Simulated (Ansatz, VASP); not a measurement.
# Cross-check of SnTe between VASP and Ansatz, part 2 of 2

Wanted: the spread between two codes on one cell, functional and k mesh. The cell is taken from a series of runs on this material, whose earlier steps may have relaxed, scaled, displaced or heated it; both programs get it as it stands.

VASP 6.6.1 and Ansatz 0.2.0.

So far: The structure; Ansatz: zone-centre phonons, PBEsol; VASP: zone-centre phonons, PBEsol.

## 3. VASP: zone-centre phonons, PBEsol (continued)

Level of this step: PBEsol; plane waves and PAW (Sn_d, Te) (VASP).

Numbers of over 12 decimals in the logs are rounded to 6 here.

OUTCAR, selected parts (step 3):

```text
ion  position               nearest neighbor table
   1  0.000  0.000  0.000-   2 3.12   2 3.12   2 3.12   2 3.12   2 3.14   2 3.14
   2  0.500  0.500  0.500-   1 3.12   1 3.12   1 3.12   1 3.12   1 3.14   1 3.14

  LATTYP: Found a body centered orthorhombic cell.
 ALAT       =     4.2686138627
 B/A-ratio  =     1.0683563948
 C/A-ratio  =     1.4731844917

 Subroutine GETGRP returns: Found  8 space group operations
 (whereof  8 operations were pure point group operations)

The static configuration has the point symmetry D_2h.

 Found    280 irreducible k-points:

   k-points           NKPTS =    280   k-points in BZ     NKDIM =    280   number of bands    NBANDS=     16

   dimension x,y,z NGX =    32 NGY =   32 NGZ =   32
   dimension x,y,z NGXF=    64 NGYF=   64 NGZF=   64

   ENCUT  =  500.0 eV  36.75 Ry    6.06 a.u.   8.08  8.08  7.78*2*pi/ulx,y,z

   NELECT =      20.0000    total number of electrons

 k-points in reciprocal lattice and weights: Automatic mesh
   0.00000000  0.00000000  0.00000000       0.001
   0.08333333  0.00000000  0.00000000       0.002
   0.16666667  0.00000000  0.00000000       0.002
   0.25000000  0.00000000  0.00000000       0.002
   0.33333333  0.00000000  0.00000000       0.002
   0.41666667  0.00000000  0.00000000       0.002
   0.50000000  0.00000000  0.00000000       0.001
   0.08333333  0.08333333  0.00000000       0.001
   0.16666667  0.08333333  0.00000000       0.002
[...]
0.25000000  0.25000000  0.50000000       0.001
  -0.25000000  0.25000000  0.50000000       0.001

 average (electrostatic) potential at core
       1-100.1427       2 -87.4741

  Total        0.4306660      0.4306660      0.0045803      0.4236056     -0.0000000     -0.0000000
  in kB       11.2732003     11.2732003      0.1198946     11.0883879     -0.0000000     -0.0000000
  external PRESSURE =       7.5554317 kB  Pullay stress =       0.0000000 kB

  energy-cutoff  :      500.00
  volume of cell :       61.21
      direct lattice vectors                 reciprocal lattice vectors
    -0.103162302  3.121528111  3.144227872    -0.155053644  0.155053644  0.159021553
     3.121528111 -0.103162302  3.144227872     0.155053644 -0.155053644  0.159021553
     3.018365809  3.018365809  0.000000000     0.165652552  0.165652552 -0.159021553

 POSITION                                       TOTAL-FORCE (eV/Angst)
 -----------------------------------------------------------------------------------
      0.00000      0.00000      0.00000         0.000000      0.000000     -0.000000
      3.01837      3.01837      3.14423        -0.000000     -0.000000      0.000000
 -----------------------------------------------------------------------------------
    total drift:                                0.000000     -0.000000     -0.000000

 Eigenvectors and eigenvalues of the dynamical matrix
 ----------------------------------------------------

   1 f  =    1.784800 THz    11.214229 2PiTHz   59.534520 cm-1     7.381336 meV
             X         Y         Z           dx          dy          dz
      0.000000  0.000000  0.000000    -0.506118   -0.506118    0.000000
      3.018366  3.018366  3.144228     0.493806    0.493806   -0.000000

   2 f  =    1.108412 THz     6.964359 2PiTHz   36.972649 cm-1     4.584022 meV
             X         Y         Z           dx          dy          dz
      0.000000  0.000000  0.000000    -0.000000   -0.000000   -0.713877
      3.018366  3.018366  3.144228     0.000000    0.000000    0.700271

   3 f  =    0.629823 THz     3.957294 2PiTHz   21.008631 cm-1     2.604737 meV
             X         Y         Z           dx          dy          dz
      0.000000  0.000000  0.000000    -0.498997    0.498997   -0.000000
      3.018366  3.018366  3.144228     0.501000   -0.501000    0.000000

   4 f/i=    0.009344 THz     0.058710 2PiTHz    0.311680 cm-1     0.038643 meV
             X         Y         Z           dx          dy          dz
      0.000000  0.000000  0.000000    -0.000000   -0.000000   -0.700271
      3.018366  3.018366  3.144228    -0.000000   -0.000000   -0.713877

   5 f/i=    0.010242 THz     0.064351 2PiTHz    0.341630 cm-1     0.042357 meV
             X         Y         Z           dx          dy          dz
      0.000000  0.000000  0.000000     0.493806    0.493806   -0.000000
      3.018366  3.018366  3.144228     0.506118    0.506118   -0.000000

   6 f/i=    0.012632 THz     0.079367 2PiTHz    0.421348 cm-1     0.052241 meV
             X         Y         Z           dx          dy          dz
      0.000000  0.000000  0.000000     0.501000   -0.501000    0.000000
      3.018366  3.018366  3.144228     0.498997   -0.498997    0.000000

 ELASTIC MODULI CONTR FROM IONIC RELAXATION (kBar)
 Direction    XX          YY          ZZ          XY          YZ          ZX
 --------------------------------------------------------------------------------
 XX           0.0000      0.0000      0.0000      0.0000      0.0000      0.0000
 YY           0.0000      0.0000      0.0000      0.0000      0.0000      0.0000
 ZZ           0.0000      0.0000      0.0000      0.0000      0.0000      0.0000
 XY           0.0000      0.0000      0.0000      0.0000      0.0000      0.0000
 YZ           0.0000      0.0000      0.0000      0.0000      0.0000      0.0000
 ZX           0.0000      0.0000      0.0000      0.0000      0.0000      0.0000
 --------------------------------------------------------------------------------
```

## 4. Differences

Known differences besides the potentials themselves: the data sets hold 30 valence electrons in Ansatz (on its PAW soft_1 files) and 20 in VASP; the cutoff is 420 eV in Ansatz and 500 eV in VASP; Ansatz makes its cores anew for this functional, VASP keeps those of its PBE data sets. Total energies have different zeros and are not compared.

Compared:

| quantity | Ansatz | VASP | difference |
| --- | --- | --- | --- |
| optical mode 1 (cm⁻¹) | 15.4 | 21.0 | -5.6 |
| optical mode 2 (cm⁻¹) | 34.8 | 37.0 | -2.1 |
| optical mode 3 (cm⁻¹) | 58.3 | 59.5 | -2.07 % |

Modes are paired by rising frequency, not by their patterns, so a pair may set unlike modes beside each other; they are those without the splitting of longitudinal modes.

## 5. Outcome

```
r.m.s. difference of the optical zone-centre modes, each program's sorted by frequency (zone-centre phonons, PBEsol) : 3.5 cm⁻¹
difference in optical mode 3 (zone-centre phonons, PBEsol)                                                           : -2.1 %
```

**Reading.** The r.m.s. difference of the optical zone-centre modes, each program's sorted by frequency is 3.5 cm⁻¹ (zone-centre phonons, PBEsol). The data sets hold unlike numbers of valence electrons (30 in Ansatz and 20 in VASP), so part of the differences comes from the potentials. Among the rows given in per cent, the largest difference of the zone-centre phonons, PBEsol pair is in optical mode 3, -2.1 %. Such differences can come from data sets, numerical settings and the points named under the comparisons, not from the functional's error against experiment.

[Lines on the potential files, build, host, timing and source positions are cut from VASP's logs without a mark.]

[Logs are printed without paths, hosts, clocks, repeated set-up lines and the standing remarks that a program may print on its own settings, such as how far it seeks lower states.]

[Hosts, paths, dates, database ids (printed as entryN), source tags and the programs' standing remarks are cut or masked in the printed files.]
